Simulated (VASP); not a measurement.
Given:

```
Se
1.0
    2.18500    -3.78453     0.00000
    2.18500     3.78453     0.00000
    0.00000     0.00000     4.95000
Se
3
Cartesian
  0.49162   0.85152   3.30000
  3.38675   0.00000   0.00000
  0.49163  -0.85152   1.65000
```

The numbers are results of PBE GGA, VASP's PBE PAW potentials (set 64) (plane waves; VASP 6.6.1), not measurements. Numerical set-up: 400 eV cut-off, 5×5×4 Γ-centred mesh, Gaussian smearing of 0.050 eV, potentials Se.

Question: Give the force on each atom (eV/Å).

Answer: 
```
atom      Fx      Fy     Fz
----  ------  ------  -----
Se1    0.230   0.398  0.000
Se2   -0.460   0.000  0.000
Se3    0.230  -0.398  0.000
```

Question: Give the stress tensor in GPa (positive for a compressed cell).

Answer: 
```
2.34  0.00  0.00
0.00  2.34  0.00
0.00  0.00  4.24
```
The pressure is its mean diagonal, 2.97 GPa.

The compound is Se in the trig structure. The cell was not relaxed at this level.
